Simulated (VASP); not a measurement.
The system is MnSb.

```
Mn Sb
1.0
     4.15000    0.00000    0.00000
    -2.07500    3.59401    0.00000
     0.00000    0.00000    5.78000
Mn Sb
2 2
Direct
  0.00000 0.00000 0.00000
  0.00000 0.00000 0.50000
  0.33333 0.66667 0.25000
  0.66667 0.33333 0.75000
```

| Property | Result |
| --- | --- |
| Program | VASP 6.6.1 |
| Task | relaxation of cell and atoms |
| Functional | PBE |
| Potentials or basis | VASP PAW PBE potentials, release 64 (Mn_pv, Sb) |
| Cutoff | 520 eV |
| k mesh | 12 × 12 × 8 |
| Occupations | gaussian, width 1 eV |
| Spin | collinear spin, ferromagnetic start |
| Starting moments | [3.5, 3.5, 0.0, 0.0] μB |

At the start: pressure -4.6 GPa; volume 21.55 Å³/atom.

Q: How do energy, volume and symmetry change on relaxing?

A: Over 8 steps the energy falls by 33.9 meV/atom and the volume is 19.53 Å³/atom (-9.4 %); space group P6_3/mmc (No. 194, to 0.05 Å); moment 4.92 μB per cell.

Step by step:
```tsv
step	energy change (eV)	largest force (eV/Å)	pressure (GPa)	volume (Å³)
1	0.0000	0.0000	-4.61	86.21
2	-0.1284	0.0000	-0.34	78.71
3	-0.1292	0.0000	0.08	78.17
4	-0.1330	0.0000	0.05	78.14
5	-0.1354	0.0000	0.02	78.08
6	-0.1354	0.0000	0.02	78.08
7	-0.1354	0.0000	-0.01	78.13
8	-0.1354	0.0000	0.01	78.10
```

Final structure:
```xyz
4
Lattice="4.0595 0.0000 0.0000 -2.0298 3.5156 0.0000 0.0000 0.0000 5.4725" Properties=species:S:1:pos:R:3 pbc="T T T"
Mn    0.0000    0.0000    0.0000
Mn    0.0000    0.0000    2.7363
Sb    0.0000    2.3438    1.3681
Sb    2.0298    1.1719    4.1044
```

Caveat: only a ferromagnetic start was run, and an antiferromagnetic order may lie lower in energy.
